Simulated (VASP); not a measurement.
```
CELL_PARAMETERS angstrom
      3.78127     0.00000     0.00000
      0.00000     3.78127     0.00000
      0.00000     0.00000     3.78127
ATOMIC_POSITIONS crystal
  Cu 0.00000 0.50000 0.50000
  Cu 0.50000 0.00000 0.50000
  Cu 0.50000 0.50000 0.00000
  Au 0.00000 0.00000 0.00000
```

Calculation: optB88-vdW, VASP's PBE PAW potentials (set 64) (plane waves; VASP 6.6.1). Settings: 520 eV cut-off, 7×7×7 Γ-centred mesh, first-order Methfessel-Paxton smearing of 0.10 eV, potentials Cu Au.

Unless said otherwise, spin-orbit coupling is left out, though it shifts the bands of the heavy elements here.

Task: Predict the energy per atom (σ→0), band gap (on the k-mesh) with the smallest direct gap where there is one.

Result: 
```
Property                                                     Value
------------------------  ----------------------------------------
band gap (on the k-mesh)  none (metal, semimetal or under 0.01 eV)
energy per atom (σ→0)                               -0.741 eV/atom
```

Only differences to runs with the same potentials and settings are physical.

The compound is Cu3Au in the L1_2 structure. It was relaxed first. The start is the result of an earlier pass.
